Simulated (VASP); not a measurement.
A convergence study with VASP on Sb (a7): a few settings are varied, all else stays as given below, so the limit is that of these other settings. The cell's lengths are 1 % over those of the tabulated start and one atom is moved, so it is off equilibrium.

```
CELL_PARAMETERS angstrom
      3.99691    -2.17655     0.00000
      3.99691     2.17655     0.00000
      2.81166     0.00000     3.57873
ATOMIC_POSITIONS crystal
  Sb 0.23350 0.23350 0.23350
  Sb 0.77408 0.77408 0.76650
```

The numbers are results of PBE GGA, VASP's PBE PAW potentials (set 64) (plane waves; VASP 6.6.1), not measurements. The last row used: 900 eV cut-off, 8×8×8 Γ-centred mesh, first-order Methfessel-Paxton smearing of 0.10 eV, potentials Sb_d_GW.

Energies of different potentials or hybrids have different zeros.

| setting | E (eV/atom) | pressure (GPa) | largest force (eV/Å) | plane waves |
|---|---|---|---|---|
| ENCUT = 520, POTCAR Sb | -4.1334 | 1.76 | 0.350 | 1690 |
| ENCUT = 700, POTCAR Sb | -4.1335 | 1.76 | 0.349 | 2650 |
| ENCUT = 900, POTCAR Sb | -4.1335 | 1.76 | 0.349 | 3859 |
| ENCUT = 300, POTCAR Sb_GW | -4.1437 | 1.62 | 0.340 | 748 |
| ENCUT = 400, POTCAR Sb_GW | -4.1439 | 1.62 | 0.339 | 1142 |
| ENCUT = 520, POTCAR Sb_GW | -4.1440 | 1.62 | 0.339 | 1690 |
| ENCUT = 700, POTCAR Sb_GW | -4.1441 | 1.62 | 0.339 | 2650 |
| ENCUT = 900, POTCAR Sb_GW | -4.1441 | 1.63 | 0.339 | 3859 |
| ENCUT = 300, POTCAR Sb_d_GW | -4.1257 | 0.89 | 0.306 | 748 |
| ENCUT = 400, POTCAR Sb_d_GW | -4.1501 | 1.38 | 0.306 | 1142 |
| ENCUT = 520, POTCAR Sb_d_GW | -4.1514 | 1.63 | 0.306 | 1690 |
| ENCUT = 700, POTCAR Sb_d_GW | -4.1514 | 1.69 | 0.306 | 2650 |
| ENCUT = 900, POTCAR Sb_d_GW | -4.1510 | 1.77 | 0.306 | 3859 |

Left out are rungs that failed or repeat a setting and relaxations that didn't move; long series are thinned to 24 rows.

The compound is Sb in the a7 structure. The cell was not relaxed at this level, it is distorted from the ideal structure.
